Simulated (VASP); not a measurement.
Input of a VASP 6.6.1 run:

Contents of INCAR:

```
ALGO = Normal ; EDIFF = 1E-8
ENCUT = 520 ; GGA = PS
ISIF = 2 ; ISMEAR = -1
ISPIN = 2 ; LASPH = T
LCHARG = F ; LEFG = T
LMAXMIX = 4 ; LORBIT = 11
LREAL = F ; LWAVE = F
MAGMOM = -1 2 ; NBANDS = 22
NELM = 150 ; PREC = Accurate
SIGMA = 0.03
```

KPOINTS

```
k-points
0
Gamma
  11 11 11
```

File POSCAR:

```
TiCo
1.0
    2.9256713971      0.0000000000      0.0000000000
    0.0000000000      2.9256713971      0.0000000000
    0.0000000000      0.0000000000      2.9256713971
Ti Co
1 1
Direct
    0.0000000000      0.0000000000      0.0000000000
    0.5000000000      0.5000000000      0.5000000000
```

Potentials or basis: VASP PAW PBE potentials, release 64 (Ti_sv, Co).

Run with:

```console
$ cat potpaw_PBE.64/Ti_sv/POTCAR potpaw_PBE.64/Co/POTCAR > POTCAR
$ mpirun -np 1 vasp_std > vasp.out
```

Predict the pressure.

1.6 GPa.

Estimate the net moment.

0.43 μB per cell.

Predict the band gap on the k mesh.

none (metal or under the smearing width).

Predict the site moments.

Ti -0.02; Co +0.47 μB.

Electric field gradients, principal values (V/Å²):
```
atom    Vxx    Vyy    Vzz
1 Ti  0.000  0.000  0.000
2 Co  0.000  0.000  0.000
```

Caveat: the PAW data sets were made with another functional, which shifts forces and pressure a little.
